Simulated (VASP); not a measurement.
```
CELL_PARAMETERS angstrom
      4.08268     0.00000     0.00000
      0.00000     4.08268     0.00000
      0.00000     0.00000     4.08268
ATOMIC_POSITIONS crystal
  K  0.00000 0.00000 0.00000
  Zn 0.50000 0.50000 0.50000
  F  0.50000 0.00000 0.50000
  F  0.00000 0.50000 0.50000
  F  0.50000 0.50000 0.00000
```

The numbers are results of optB88-vdW, VASP's PBE PAW potentials (set 64) (plane waves; VASP 6.6.1), not measurements. Numerical set-up: 520 eV cut-off, 6×6×6 Γ-centred mesh, Gaussian smearing of 0.050 eV, potentials K_sv Zn F.

Problem. What does the run give for the energy per atom (σ→0), band gap (on the k-mesh) with the smallest direct gap where there is one?

Solution. 
The band gap (on the k-mesh) is 3.81 eV and the smallest direct gap (on the k-mesh) is 5.49 eV. The energy per atom (σ→0) is -1.961 eV/atom.

Only differences to runs with the same potentials and settings are physical.

The compound is KZnF3 in the cubic perovskite structure. It was relaxed first.
